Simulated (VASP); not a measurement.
The input files of a VASP run:

**KPOINTS**
```
Regular mesh
0
gamma
 11 11 11
```

**POSCAR**
```
Si2Ni
2.6981430
  0.0000000000   0.9999999387   0.9999999387
  0.9999999387   0.0000000000   0.9999999387
  0.9999999387   0.9999999387   0.0000000000
Si Ni
2 1
Cart
  0.4999999693   0.4999999693   0.4999999693
  1.4999999080   1.4999999080   1.4999999080
  0.0000000000   0.0000000000   0.0000000000
```

**INCAR**
```
! general
SYSTEM =Si2Ni
PREC   =Accurate
ENCUT  =400   ! plane-wave cut-off (eV)
LREAL  =.FALSE.
LASPH  =.TRUE.   ! aspherical one-centre terms

! electronic loop
EDIFF  =1E-7   ! SCF stop (eV)
NELM   =100
ALGO   =Normal
LMAXMIX=4

! smearing
ISMEAR =-5   ! tetrahedra, Bloechl

! functional
GGA    =PS

! ions
ISIF   =2

! output
LWAVE  =.FALSE.
LCHARG =.TRUE.
LORBIT =11   ! lm-projected
NEDOS  =601   ! DOS grid
```

POTCAR, in this order: Si Ni (PBE.64 set). Program: vasp_std.

Task: Write an equivalent input for Ansatz.

Result: One equivalent input (not run):
Ansatz 0.2 input:
```yaml
crystal:
  lattice:
    - [0.0000000, 2.6981428, 2.6981428]
    - [2.6981428, 0.0000000, 2.6981428]
    - [2.6981428, 2.6981428, 0.0000000]
  atoms:
    - { symbol: Si, position: [0.2500000, 0.2500000, 0.2500000] }
    - { symbol: Si, position: [0.7500000, 0.7500000, 0.7500000] }
    - { symbol: Ni, position: [0.0000000, 0.0000000, 0.0000000] }
kpoints:
  mp_grid: { grid: [11, 11, 11] }
hamiltonian:
  xc: pbesol
  pseudopotentials: { kind: paw }
scf:
  occupations: { method: tetrahedron }
  max_iter: 100
output: { forces: true, stress: true, eigenvalues: true }
```
Limits of the translation: each code has its own PAW files, so the cut-off isn't converted (ENCUT is set for VASP's; basis.ecutwfc is left out, and Ansatz then takes the one that its files recommend); Ansatz stops its SCF on the density residual and VASP on the energy change (EDIFF).

The structure comes from a measured Si2Ni entry (Fm-3m) of the Crystallography Open Database, whose conditions weren't checked. It was relaxed first.
